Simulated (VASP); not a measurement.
Given:

```yaml
crystal:
  lattice:
    - [0.00000, 3.10000, 3.10000]
    - [3.10000, 0.00000, 3.10000]
    - [3.10000, 3.10000, 0.00000]
  atoms:
    - { symbol: Ba, position: [0.00000, 0.00000, 0.00000] }
    - { symbol: F, position: [0.25000, 0.25000, 0.25000] }
    - { symbol: F, position: [0.75000, 0.75000, 0.75000] }
```

All values below come from PBE GGA, VASP's PBE PAW potentials (set 64) (plane waves; VASP). Settings: 520 eV cut-off, 5×5×5 Γ-centred mesh, Gaussian smearing of 0.050 eV, potentials Ba_sv F.

**Question.** Give the stress tensor in GPa (positive for a compressed cell).

**Answer.** 
```
2.38  0.00  0.00
0.00  2.38  0.00
0.00  0.00  2.38
```
The pressure is its mean diagonal, 2.38 GPa.

The compound is BaF2 in the fluorite structure. The cell was not relaxed at this level.
